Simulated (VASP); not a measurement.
Given:

```
LaC
1.0
    0.00000     2.88650     2.88650
    2.88650     0.00000     2.88650
    2.88650     2.88650     0.00000
La C
1 1
Direct
  0.00000   0.00000   0.00000
  0.25000   0.25000   0.25000
```

The numbers are results of PBE GGA, VASP's PBE PAW potentials (set 64) (plane waves; VASP 6.6.1), not measurements. Numerical set-up: 520 eV cut-off, 10×10×10 Γ-centred mesh, first-order Methfessel-Paxton smearing of 0.10 eV, potentials La C.

Q: Estimate the energy per atom (σ→0), band gap (on the k-mesh) with the smallest direct gap where there is one.

A: 
```
Property                                                     Value
------------------------  ----------------------------------------
band gap (on the k-mesh)  none (metal, semimetal or under 0.01 eV)
energy per atom (σ→0)                               -6.523 eV/atom
```

Only differences to runs with the same potentials and settings are physical.

The structure was generated: LaC was put into the zinc blende type (F-43m), which need not be its known phase. It was relaxed first, which changed the volume by -31 %. The start is the result of an earlier pass. The electron count is odd and the run is not spin-polarised, which forces a metal.
